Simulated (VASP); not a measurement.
Input for VASP

**INCAR**
```
! general
SYSTEM  = PtSe2
PREC    = Accurate
ENCUT   = 500
LREAL   = .False.
LASPH   = .True.

! electronic loop
EDIFF   = 1E-6
NELM    = 100
ALGO    = Normal
LMAXMIX = 6

! smearing
ISMEAR  = 1
SIGMA   = 0.1

! functional
GGA     = PE

! ions
IBRION  = 2
NSW     = 40
ISIF    = 3
EDIFFG  = -0.02
PSTRESS = 300

! output
LWAVE   = .False.
LCHARG  = .False.
```

KPOINTS:
```
Automatic mesh
0
Gamma
10 10 7
0 0 0
```

File POSCAR:
```
PtSe2
1.0
  1.8263439587  -3.1633299452   0.0000000000
  1.8263439587   3.1633299452   0.0000000000
  0.0000000000   0.0000000000   4.2437496513
Pt Se
1 2
Cart
  0.0000000000   0.0000000000   0.0000000000
  1.8263439587   1.0544454240   1.2373989955
  1.8263439587  -1.0544454240   3.0063506558
```

POTCAR, in this order: Pt Se (PBE.64 set). Program: vasp_std.

Question: Write an equivalent input for Quantum ESPRESSO's pw.x.

Answer: One equivalent input (not run):
```
&CONTROL
  calculation = 'vc-relax'
  pseudo_dir = './pseudo'
  outdir = './out'
  tprnfor = .true.
  tstress = .true.
  nstep = 40
  forc_conv_thr = 0.00078
/
&SYSTEM
  ibrav = 0
  nat = 3
  ntyp = 2
  ecutwfc = 86
  occupations = 'smearing'
  smearing = 'methfessel-paxton'
  degauss = 0.00735
  input_dft = 'pbe'
/
&ELECTRONS
  conv_thr = 7.3e-08
  electron_maxstep = 100
/
&IONS
/
&CELL
  press = 300
/
ATOMIC_SPECIES
  Pt 195.084 Pt.upf
  Se 78.971 Se.upf
CELL_PARAMETERS angstrom
     1.8263440   -3.1633299   -0.0000000
     1.8263440    3.1633299    0.0000000
     0.0000000   -0.0000000    4.2437497
ATOMIC_POSITIONS crystal
  Pt   0.0000000  0.0000000  0.0000000
  Se   0.3333330  0.6666670  0.2915815
  Se   0.6666670  0.3333330  0.7084185
K_POINTS automatic
  10 10 7 0 0 0
```
Limits of the translation: the potentials are each code's own (VASP's PAW set, PseudoDojo norm-conserving files in pw.x), so ENCUT and ecutwfc are chosen apart and not converted; conv_thr bounds pw.x's estimated SCF error, while EDIFF bounds the energy change between steps; forc_conv_thr acts on force components and is met together with etot_conv_thr.

The compound is PtSe2 in the 1T layered structure. It was relaxed first under an external pressure of 30 GPa.
